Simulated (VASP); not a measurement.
An input for Quantum ESPRESSO's pw.x (written as the equivalent of a VASP run, and not itself run):

```
&CONTROL
  calculation = 'scf'
  pseudo_dir = './pseudo'
  outdir = './out'
  tprnfor = .true.
  tstress = .true.
/
&SYSTEM
  ibrav = 0
  nat = 1
  ntyp = 1
  ecutwfc = 68
  occupations = 'tetrahedra'
  input_dft = 'pbesol'
/
&ELECTRONS
  conv_thr = 7.3e-09
  electron_maxstep = 100
/
ATOMIC_SPECIES
  Ir 192.217 Ir.upf
CELL_PARAMETERS angstrom
     0.0000000    1.9166122    1.9166122
     1.9166122   -0.0000000    1.9166122
     1.9166122    1.9166122    0.0000000
ATOMIC_POSITIONS crystal
  Ir   0.0000000  0.0000000  0.0000000
K_POINTS automatic
  18 18 18 0 0 0
```

Question: Write the VASP files for the same calculation (PBEsol).

Answer: Several could match; the one computed here: 
File KPOINTS:
```
Automatic mesh
0
Gamma
  18 18 18
0 0 0
```

POSCAR:
```
Ir
1
    0.0000000000     1.9166122003     1.9166122003
    1.9166122003    -0.0000000000     1.9166122003
    1.9166122003     1.9166122003     0.0000000000
Ir
1
Direct
  0.0000000000   0.0000000000   0.0000000000
```

### INCAR
```
SYSTEM  =  Ir
PREC  =  Accurate; ENCUT  =  400; LREAL  =  .FALSE.
LASPH  =  .TRUE.
EDIFF  =  1E-7; NELM  =  100; ALGO  =  Normal
LMAXMIX  =  6
ISMEAR  =  -5
GGA  =  PS
ISIF  =  2
LWAVE  =  .FALSE.; LCHARG  =  .TRUE.; LORBIT  =  11
NEDOS  =  601
```

POTCAR, in this order: Ir (PBE.64 set). Program: vasp_std.

What does not carry over: the potentials are each code's own (VASP's PAW set, PseudoDojo norm-conserving files in pw.x), so ENCUT and ecutwfc are chosen apart and not converted; conv_thr bounds pw.x's estimated SCF error, while EDIFF bounds the energy change between steps.

The compound is Ir in the fcc structure. It was relaxed first.
